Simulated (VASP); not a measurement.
WC:

```
CELL_PARAMETERS angstrom
2.90650 0.00000 0.00000
-1.45325 2.51710 0.00000
0.00000 0.00000 2.83660
ATOMIC_POSITIONS crystal
W 0.00000 0.00000 0.00000
C 0.66667 0.33333 0.50000
```

```yaml
Program: VASP 6.6.1
Task: relaxation of cell and atoms
Functional: PBE
Potentials_or_basis: VASP PAW PBE potentials, release 64 (W_sv, C_h)
Cutoff: 900 eV
k_mesh: 18 × 18 × 14
Occupations: gaussian, width 0.1 eV
Spin: no spin polarisation
```

At the start: pressure 6.6 GPa; volume 10.38 Å³/atom.

Q: How do energy, volume and symmetry change on relaxing?

A: Over 6 steps the energy falls by 3.5 meV/atom and the volume is 10.55 Å³/atom (+1.7 %); space group P-6m2 (No. 187, to 0.05 Å).

Step by step:
| step | energy change (eV) | largest force (eV/Å) | pressure (GPa) | volume (Å³) |
| --- | --- | --- | --- | --- |
| 1 | 0.0000 | 0.0000 | 6.58 | 20.75 |
| 2 | 0.0425 | 0.0000 | -15.77 | 22.06 |
| 3 | -0.0069 | 0.0000 | -0.10 | 21.10 |
| 4 | -0.0069 | 0.0000 | 0.04 | 21.09 |
| 5 | -0.0069 | 0.0000 | 0.04 | 21.10 |
| 6 | -0.0070 | 0.0000 | 0.01 | 21.10 |

Final structure:
```cif
data_structure
_symmetry_space_group_name_H-M 'P 1'
_symmetry_Int_Tables_number 1
_cell_length_a 2.9238
_cell_length_b 2.9238
_cell_length_c 2.8496
_cell_angle_alpha 90.000
_cell_angle_beta 90.000
_cell_angle_gamma 120.000
_cell_volume 21.10
loop_
_atom_site_label
_atom_site_type_symbol
_atom_site_fract_x
_atom_site_fract_y
_atom_site_fract_z
_atom_site_occupancy
W1 W 0.00000 0.00000 0.00000 1
C1 C 0.66667 0.33333 0.50000 1
```

Caveat: the cutoff is under 1.25 times the usual one of these potentials, so pressure, stress and relaxed cells hold a basis-set (Pulay) error.
